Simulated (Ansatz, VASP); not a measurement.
## Two plane-wave programs on GaBAs2

```xyz
4
Lattice="3.6956 0.0000 0.0000 0.0000 3.6956 0.0000 0.0000 0.0000 5.3548" Properties=species:S:1:pos:R:3 pbc="T T T"
B     0.0000    0.0000    0.0000
As    0.0000    1.8478    1.1479
As    1.8478    0.0000    4.2068
Ga    1.8478    1.8478    2.6774
```

Change from the starting cell: biaxial_xy strain +0.9%.

Alike in both runs: task single point; functional PBE; k mesh 8 × 8 × 6; occupations fermi-dirac, width 0.02 eV; no spin polarisation.

|  | VASP | Ansatz |
| --- | --- | --- |
| version | VASP 6.6.1 | Ansatz 0.2.0 |
| potentials or method | VASP PAW PBE potentials, release 64 (B, As, Ga_d) | plane waves, PAW |
| plane-wave cutoff (eV) | 520 | 420 |
| valence electrons in the cell | 26 | 46 |

Ansatz gave:

```
pressure (GPa)                                  : 0.8
largest component of the traceless stress (GPa) : 0.97
rms of the force components (eV/Å)              : 0.089
```

Problem. Estimate VASP's values.

Solution. Pressure (GPa): 1.1; largest component of the traceless stress (GPa): 0.96; rms of the force components (eV/Å): 0.086.

The two sets of potentials don't hold the same shells in valence.

A k mesh can miss the band edges.
